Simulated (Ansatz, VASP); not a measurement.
# Si126As (amorphous Si) in two plane-wave programs, part 2 of 3

Aim: how closely do two programs agree when they are given the same cell, functional and k mesh? The structure shown is the start of the Ansatz relaxation below; VASP solves that cell, so the two are compared at the walk's first step.

VASP 6.6.1 and Ansatz 0.2.0.

So far. Step 4 (Differences): The forces differ by 3.7 meV/Å r.m.s., which is 3.8 % of the r.m.s. force of 0.098 eV/Å (both taken over all components).

## 5. Ansatz: relaxation, PBE

Level of this step: Ansatz beside VASP: Kohn-Sham DFT, plane waves, PBE (Ansatz).

The two programs are compared at the cell with which this relaxation starts, whose forces are those of its first step.

The structure compared here is the start of the Ansatz relaxation; VASP solves that cell, so the two are compared at the walk's first step.

input.yaml reads:

```yaml
crystal:
  lattice:
    - [13.7871, 0.0, 0.0]
    - [0.0, 13.7871, 0.0]
    - [0.0, 0.0, 13.7871]
  atoms:
    - { symbol: Si, position: [0.3208, 0.03493, 0.40156] }
    - { symbol: Si, position: [0.13217, 0.41044, 0.74644] }
    - { symbol: Si, position: [0.62748, 0.65473, 0.70593] }
    - { symbol: Si, position: [0.39751, 0.36139, 0.12709] }
[... 2 atom lines left out ...]
    - { symbol: Si, position: [0.52943, 0.84791, 0.34106] }
[... 1 atom line left out ...]
    - { symbol: Si, position: [0.38536, 0.0172, 0.93089] }
    - { symbol: Si, position: [0.63762, 0.74352, 0.26061] }
[... 10 atom lines left out ...]
    - { symbol: Si, position: [0.44123, 0.45709, 0.84247] }
[... 1 atom line left out ...]
    - { symbol: Si, position: [0.27031, 0.47216, 0.09349] }
    - { symbol: Si, position: [0.3566, 0.86009, 0.13653] }
    - { symbol: Si, position: [0.29346, 0.48508, 0.92586] }
[... 6 atom lines left out ...]
    - { symbol: Si, position: [0.21434, 0.88103, 0.23365] }
    - { symbol: Si, position: [0.60012, 0.80368, 0.96635] }
[... 3 atom lines left out ...]
    - { symbol: As, position: [0.39329, 0.70017, 0.08751] }
    - { symbol: Si, position: [0.05892, 0.44899, 0.24591] }
[... 1 atom line left out ...]
    - { symbol: Si, position: [0.87701, 0.16814, 0.89154] }
    - { symbol: Si, position: [0.54508, 0.9588, 0.90575] }
[... 5 atom lines left out ...]
    - { symbol: Si, position: [0.30709, 0.07935, 0.78917] }
    - { symbol: Si, position: [0.07323, 0.61975, 0.28531] }
    - { symbol: Si, position: [0.75815, 0.53422, 0.07466] }
[... 1 atom line left out ...]
    - { symbol: Si, position: [0.75171, 0.98015, 0.41445] }
[... 2 atom lines left out ...]
    - { symbol: Si, position: [0.14318, 0.24843, 0.01413] }
[... 2 atom lines left out ...]
    - { symbol: Si, position: [0.75933, 0.99471, 0.71805] }
[... 1 atom line left out ...]
    - { symbol: Si, position: [0.40342, 0.47356, 0.67463] }
    - { symbol: Si, position: [0.7511, 0.8336, 0.16923] }
[... 2 atom lines left out ...]
    - { symbol: Si, position: [0.85581, 0.86573, 0.65581] }
[... 3 atom lines left out ...]
    - { symbol: Si, position: [0.46787, 0.2497, 0.02074] }
[... 7 atom lines left out ...]
    - { symbol: Si, position: [0.03961, 0.15253, 0.67232] }
[... 5 atom lines left out ...]
    - { symbol: Si, position: [0.8854, 0.89287, 0.92971] }
    - { symbol: Si, position: [0.3098, 0.87609, 0.97381] }
[... 2 atom lines left out ...]
    - { symbol: Si, position: [0.70807, 0.3824, 0.67887] }
[... 2 atom lines left out ...]
    - { symbol: Si, position: [0.08856, 0.18055, 0.34095] }
    - { symbol: Si, position: [0.3536, 0.81227, 0.70211] }
[... 1 atom line left out ...]
    - { symbol: Si, position: [0.95357, 0.4185, 0.56176] }
    - { symbol: Si, position: [0.65748, 0.0497, 0.99672] }
    - { symbol: Si, position: [0.16993, 0.71729, 0.18199] }
[... 3 atom lines left out ...]
    - { symbol: Si, position: [0.16629, 0.32788, 0.29992] }
[... 4 atom lines left out ...]
    - { symbol: Si, position: [0.82976, 0.64663, 0.9687] }
[... 5 atom lines left out ...]
    - { symbol: Si, position: [0.31978, 0.2631, 0.24165] }
[... 1 atom line left out ...]
    - { symbol: Si, position: [0.33964, 0.2448, 0.79017] }
    - { symbol: Si, position: [0.7094, 0.62204, 0.35939] }
[... 2 atom lines left out ...]
    - { symbol: Si, position: [0.44987, 0.74562, 0.57482] }
[... 2 atom lines left out ...]
    - { symbol: Si, position: [0.59048, 0.84859, 0.59826] }
    - { symbol: Si, position: [0.3008, 0.61001, 0.19698] }
[... 2 atom lines left out ...]
    - { symbol: Si, position: [0.78904, 0.02494, 0.88597] }
[... 3 atom lines left out ...]
    - { symbol: Si, position: [0.04099, 0.1285, 0.93917] }
[... 1 atom line left out ...]
    - { symbol: Si, position: [0.23879, 0.52562, 0.65776] }
kpoints:
  mp_grid: { grid: [1, 1, 1] }
hamiltonian:
  xc: pbe
scf:
  occupations: { method: gaussian, width: 0.05 }
output:
  forces: true
  eigenvalues: true
relax:
  f_tol: 0.05
  max_steps: 90
```

Started as:

```
$ ansatz run input.yaml --threads 4 --pin off --max-ram 8192MiB --backend cpu --events-out ev --progress --plain --runs-dir out
```

Numbers of over 12 decimals in the logs are rounded to 6 here.

The log of the run:

```text
[...]
Crystal: 127 atoms, lattice volume = 2620.709 Å³
Basis set: ecut = 420 eV, 51219 PW (Γ), exchange–correlation on 192×192×192 points (8 copies of the dense FFT grid, shifted against one another)
Bands: 387, of which v1, the nominal top of the filled ones, is band 260 counted from 1 (259 counted from 0)
Symmetry: 1 space group operations
[...]
k-points: 1
[...]
- { symbol: Si, position: [0.293755, 0.485727, 0.925496] }
    - { symbol: Si, position: [0.860648, 0.141080, 0.223191] }
    - { symbol: Si, position: [0.888798, 0.202878, 0.728773] }
    - { symbol: Si, position: [0.604661, 0.522392, 0.454137] }
    - { symbol: Si, position: [0.861484, 0.088570, 0.489241] }
[...]
- { symbol: As, position: [0.396221, 0.696594, 0.094262] }
[...]
- { symbol: Si, position: [0.860063, 0.580490, 0.814850] }
    - { symbol: Si, position: [0.040798, 0.129162, 0.938938] }
    - { symbol: Si, position: [0.484374, 0.488387, 0.339307] }
    - { symbol: Si, position: [0.238812, 0.525617, 0.658155] }
```

## 6. VASP: single point, PBE, start cell, pair 2

The same cell, functional, mesh and smearing now go to VASP, with its own data sets.

INCAR reads:

```
SYSTEM = Si126As
PREC = Accurate
ENCUT = 400
EDIFF = 1E-06
NELM = 120
ISMEAR = 0
SIGMA = 0.05
LREAL = Auto
ALGO = Normal
GGA = PE
NBANDS = 352
LORBIT = 11
LWAVE = .FALSE.
LCHARG = .FALSE.
ISIF = 2
LASPH = .TRUE.
GGA_COMPAT = .FALSE.
NCORE = 4
```

POSCAR reads:

```
Si126As
1.0
   13.7871000000      0.0000000000      0.0000000000
    0.0000000000     13.7871000000      0.0000000000
    0.0000000000      0.0000000000     13.7871000000
Si As
126 1
Direct
    0.3207998781      0.0349312038      0.4015565275
    0.1321670257      0.4104416447      0.7464368867
    0.6274778597      0.6547279703      0.7059280052
    0.3975092659      0.3613885444      0.1270898158
[... 2 atom lines left out ...]
    0.5294296843      0.8479085522      0.3410579455
[... 1 atom line left out ...]
    0.3853602280      0.0171972351      0.9308919207
    0.6376177731      0.7435211176      0.2606131819
[... 10 atom lines left out ...]
    0.4412312959      0.4570866970      0.8424686845
[... 1 atom line left out ...]
    0.2703106527      0.4721587571      0.0934931929
    0.3566014608      0.8600866027      0.1365334262
    0.2934627297      0.4850766296      0.9258582298
[... 6 atom lines left out ...]
    0.2143380406      0.8810264668      0.2336531976
    0.6001189518      0.8036788012      0.9663526050
[... 3 atom lines left out ...]
    0.0589173938      0.4489921738      0.2459110328
    0.5757120787      0.5411217733      0.8966715263
[... 1 atom line left out ...]
    0.5450819969      0.9588020686      0.9057524788
    0.2610483713      0.8704368576      0.3972481523
[... 5 atom lines left out ...]
    0.0732278724      0.6197532476      0.2853101813
    0.7581507351      0.5342167678      0.0746567443
    0.4902191179      0.9424316934      0.2061709859
[... 1 atom line left out ...]
    0.4305909147      0.0954370390      0.2542594164
[... 2 atom lines left out ...]
    0.6504703672      0.9689709946      0.1469126937
[... 2 atom lines left out ...]
    0.2294028476      0.6397864671      0.8886277752
[... 1 atom line left out ...]
    0.7511006666      0.8335980736      0.1692306576
    0.2374901176      0.5423185441      0.4838798587
[... 2 atom lines left out ...]
    0.1104293144      0.3997432382      0.0892718556
[... 3 atom lines left out ...]
    0.3963487608      0.7640402985      0.4112104794
[... 7 atom lines left out ...]
    0.3655228438      0.7465601903      0.8687976442
[... 5 atom lines left out ...]
    0.3097968391      0.8760870669      0.9738088503
    0.5394825598      0.4344931131      0.1841576546
[... 2 atom lines left out ...]
    0.5580796542      0.7063414351      0.1079632410
[... 2 atom lines left out ...]
    0.3535986538      0.8122665390      0.7021128446
    0.9785306555      0.6296610600      0.0429531954
[... 1 atom line left out ...]
    0.6574769168      0.0496986313      0.9967215731
    0.1699269607      0.7172864489      0.1819889607
    0.5936926547      0.5456767558      0.0657426145
[... 3 atom lines left out ...]
    0.7663685619      0.7968825931      0.0036120722
[... 4 atom lines left out ...]
    0.3865932647      0.1099796186      0.0743085928
[... 5 atom lines left out ...]
    0.1267634238      0.7079806486      0.0127220373
[... 1 atom line left out ...]
    0.7094022673      0.6220379920      0.3593866730
    0.1398191063      0.8690732641      0.9558065148
[... 2 atom lines left out ...]
    0.1512065627      0.6523199222      0.7368627195
[... 2 atom lines left out ...]
    0.3008029245      0.6100122578      0.1969812361
    0.5345576662      0.6993711513      0.8497871198
[... 2 atom lines left out ...]
    0.3560429677      0.6032087966      0.3610113802
[... 3 atom lines left out ...]
    0.4845906681      0.4891311443      0.3379971132
[... 1 atom line left out ...]
    0.3932879286      0.7001689986      0.0875093384
```

KPOINTS reads:

```
Automatic mesh
0
Gamma
1 1 1
0 0 0
```

PAW data sets: Si and As (PBE family, release 64).

Started as:

```
$ mpirun -np 16 vasp_gam
```

The log of the run:

```text
[... set-up lines as in an earlier step ...]
 entering main loop
       N       E                     dE             d eps       ncg     rms          rms(c)
DAV:   1     0.215569710944E+04    0.21557E+04   -0.18713E+05   704   0.103E+03
DAV:   2    -0.397721311212E+03   -0.25534E+04   -0.23714E+04   896   0.194E+02
DAV:   3    -0.667757930831E+03   -0.27004E+03   -0.26375E+03   888   0.566E+01
DAV:   4    -0.675896034139E+03   -0.81381E+01   -0.80648E+01   864   0.118E+01
[...]
DAV:  17    -0.663408117659E+03   -0.11161E-05   -0.11516E-06   552   0.134E-03    0.226E-03
DAV:  18    -0.663408118729E+03   -0.10700E-05   -0.73994E-07   504   0.114E-03    0.176E-03
DAV:  19    -0.663408119254E+03   -0.52487E-06   -0.12248E-07   424   0.469E-04
   1 F= -.66340812E+03 E0= -.66339401E+03  d E =-.282117E-01
```

OUTCAR, selected parts (step 6):

```text
  FREE ENERGIE OF THE ION-ELECTRON SYSTEM (eV)
  ---------------------------------------------------
  free  energy   TOTEN  =      -663.4081192541 eV

  energy  without entropy=     -663.3799075559  energy(sigma->0) =     -663.39401341
```

The run ends at a pressure of -0.66 GPa, with forces up to 0.69 eV/Å.

## 7. Comparison

What differs besides the data sets and the points named for the pairs above, as far as they apply: the data sets hold 519 valence electrons in Ansatz (on its default PAW (the set named soft_2) files) and 509 in VASP. Total energies have different zeros and are not compared.

Forces on 7 of the 127 atoms, those with the largest forces and the largest differences (eV/Å; atoms numbered as in POSCAR):

| atom | Ansatz x, y, z | VASP x, y, z |
| --- | --- | --- |
| Si24 | 0.018, 0.405, -0.026 | 0.010, 0.437, -0.019 |
| Si45 | 0.267, 0.028, -0.217 | 0.268, 0.028, -0.215 |
| Si75 | -0.026, 0.187, -0.507 | -0.029, 0.187, -0.505 |
| Si81 | -0.077, 0.179, -0.162 | -0.077, 0.181, -0.162 |
| Si85 | 0.630, 0.026, 0.164 | 0.669, 0.023, 0.167 |
| Si117 | -0.404, -0.145, 0.413 | -0.423, -0.163, 0.431 |
| As127 | 0.037, -0.266, 0.004 | 0.026, -0.276, -0.029 |

The forces differ by 4.3 meV/Å r.m.s., which is 5.5 % of the r.m.s. force of 0.077 eV/Å (both taken over all components).

## 8. Ansatz: relaxation, PBE

The two programs are compared at the cell with which this relaxation starts, whose forces are those of its first step.

The structure compared here is the start of the Ansatz relaxation; VASP solves that cell, so the two are compared at the walk's first step.

input.yaml reads:

```yaml
crystal:
  lattice:
    - [13.7871, 0.0, 0.0]
    - [0.0, 13.7871, 0.0]
    - [0.0, 0.0, 13.7871]
  atoms:
    - { symbol: Si, position: [0.3208, 0.03493, 0.40156] }
    - { symbol: Si, position: [0.13217, 0.41044, 0.74644] }
[... 1 atom line left out ...]
    - { symbol: Si, position: [0.39751, 0.36139, 0.12709] }
[... 4 atom lines left out ...]
    - { symbol: Si, position: [0.38536, 0.0172, 0.93089] }
[... 3 atom lines left out ...]
    - { symbol: Si, position: [0.82, 0.30531, 0.17653] }
    - { symbol: Si, position: [0.98756, 0.46165, 0.99168] }
[... 6 atom lines left out ...]
    - { symbol: Si, position: [0.44123, 0.45709, 0.84247] }
    - { symbol: Si, position: [0.74989, 0.2776, 0.93108] }
[... 3 atom lines left out ...]
    - { symbol: Si, position: [0.86065, 0.14131, 0.22265] }
    - { symbol: Si, position: [0.88997, 0.20289, 0.72869] }
[... 5 atom lines left out ...]
    - { symbol: Si, position: [0.60012, 0.80368, 0.96635] }
[... 5 atom lines left out ...]
    - { symbol: Si, position: [0.57571, 0.54112, 0.89667] }
    - { symbol: Si, position: [0.87701, 0.16814, 0.89154] }
    - { symbol: Si, position: [0.54508, 0.9588, 0.90575] }
[... 2 atom lines left out ...]
    - { symbol: Si, position: [0.6156, 0.13877, 0.68625] }
[... 1 atom line left out ...]
    - { symbol: Si, position: [0.57293, 0.96852, 0.73278] }
[... 2 atom lines left out ...]
    - { symbol: Si, position: [0.75815, 0.53422, 0.07466] }
    - { symbol: Si, position: [0.49022, 0.94243, 0.20617] }
[... 1 atom line left out ...]
    - { symbol: Si, position: [0.43059, 0.09544, 0.25426] }
[... 2 atom lines left out ...]
    - { symbol: Si, position: [0.65047, 0.96897, 0.14691] }
    - { symbol: Si, position: [0.64008, 0.27078, 0.79367] }
    - { symbol: Si, position: [0.75933, 0.99471, 0.71805] }
[... 2 atom lines left out ...]
    - { symbol: Si, position: [0.7511, 0.8336, 0.16923] }
[... 1 atom line left out ...]
    - { symbol: Si, position: [0.41226, 0.3397, 0.37756] }
[... 3 atom lines left out ...]
    - { symbol: Si, position: [0.48225, 0.29474, 0.86059] }
    - { symbol: Si, position: [0.46787, 0.2497, 0.02074] }
[... 1 atom line left out ...]
    - { symbol: Si, position: [0.70248, 0.52313, 0.77748] }
[... 2 atom lines left out ...]
    - { symbol: Si, position: [0.83345, 0.39125, 0.0284] }
[... 1 atom line left out ...]
    - { symbol: Si, position: [0.71529, 0.06587, 0.27108] }
[... 2 atom lines left out ...]
    - { symbol: Si, position: [0.97219, 0.00439, 0.17611] }
    - { symbol: Si, position: [0.5854, 0.17397, 0.30357] }
[... 1 atom line left out ...]
    - { symbol: Si, position: [0.55887, 0.26668, 0.44519] }
    - { symbol: Si, position: [0.8854, 0.89287, 0.92971] }
[... 1 atom line left out ...]
    - { symbol: Si, position: [0.53948, 0.43449, 0.18416] }
    - { symbol: As, position: [0.63429, 0.21521, 0.04193] }
[... 6 atom lines left out ...]
    - { symbol: Si, position: [0.95357, 0.4185, 0.56176] }
[... 1 atom line left out ...]
    - { symbol: Si, position: [0.16993, 0.71729, 0.18199] }
    - { symbol: Si, position: [0.59369, 0.54568, 0.06574] }
[... 7 atom lines left out ...]
    - { symbol: Si, position: [0.82976, 0.64663, 0.9687] }
    - { symbol: Si, position: [0.38659, 0.10998, 0.07431] }
[... 3 atom lines left out ...]
    - { symbol: Si, position: [0.18767, 0.80543, 0.6711] }
[... 1 atom line left out ...]
    - { symbol: Si, position: [0.12676, 0.70798, 0.01272] }
[... 9 atom lines left out ...]
    - { symbol: Si, position: [0.53456, 0.69937, 0.84979] }
    - { symbol: Si, position: [0.23351, 0.15593, 0.12843] }
[... 3 atom lines left out ...]
    - { symbol: Si, position: [0.85905, 0.58127, 0.81442] }
    - { symbol: Si, position: [0.04099, 0.1285, 0.93917] }
[... 1 atom line left out ...]
    - { symbol: Si, position: [0.23879, 0.52562, 0.65776] }
kpoints:
  mp_grid: { grid: [1, 1, 1] }
hamiltonian:
  xc: pbe
scf:
  occupations: { method: gaussian, width: 0.05 }
output:
  forces: true
  eigenvalues: true
relax:
  f_tol: 0.05
  max_steps: 90
```

Started as:

```
$ ansatz run input.yaml --threads 4 --pin off --max-ram 8192MiB --backend cpu --events-out ev --progress --plain --runs-dir out
```

The log of the run:

```text
[...]
Crystal: 127 atoms, lattice volume = 2620.709 Å³
Basis set: ecut = 420 eV, 51219 PW (Γ), exchange–correlation on 192×192×192 points (8 copies of the dense FFT grid, shifted against one another)
Bands: 387, of which v1, the nominal top of the filled ones, is band 260 counted from 1 (259 counted from 0)
Symmetry: 1 space group operations
[...]
k-points: 1
[...]
SCF iter   1: F=—  HF=-84942.685472 eV  |F-HF|=—  |Δ(HF+E_count)|=         —  Δρ=3.05e-3  dr2=1.06e0  ethr=1.77e-3  ⟨swp⟩=6.0  Hψ=1774  notcnv=0  defer=61
[...]
- { symbol: Si, position: [0.293500, 0.485240, 0.926203] }
    - { symbol: Si, position: [0.861386, 0.140646, 0.223316] }
    - { symbol: Si, position: [0.888339, 0.202824, 0.728912] }
    - { symbol: Si, position: [0.604188, 0.522995, 0.453802] }
    - { symbol: Si, position: [0.862075, 0.088867, 0.489143] }
[...]
- { symbol: As, position: [0.634924, 0.213090, 0.041577] }
[...]
- { symbol: Si, position: [0.860287, 0.581329, 0.814703] }
    - { symbol: Si, position: [0.042123, 0.128089, 0.939556] }
    - { symbol: Si, position: [0.484071, 0.489000, 0.338737] }
    - { symbol: Si, position: [0.238432, 0.525687, 0.657890] }
```

(Continued in part 3 of 3.)

[Lines on the potential files, build, host, timing and source positions are cut from VASP's logs without a mark.]

[Logs are printed without paths, hosts, clocks, repeated set-up lines and the standing remarks that a program may print on its own settings, such as how far it seeks lower states.]

[Hosts, paths, dates, database ids (printed as entryN), source tags and the programs' standing remarks are cut or masked in the printed files.]
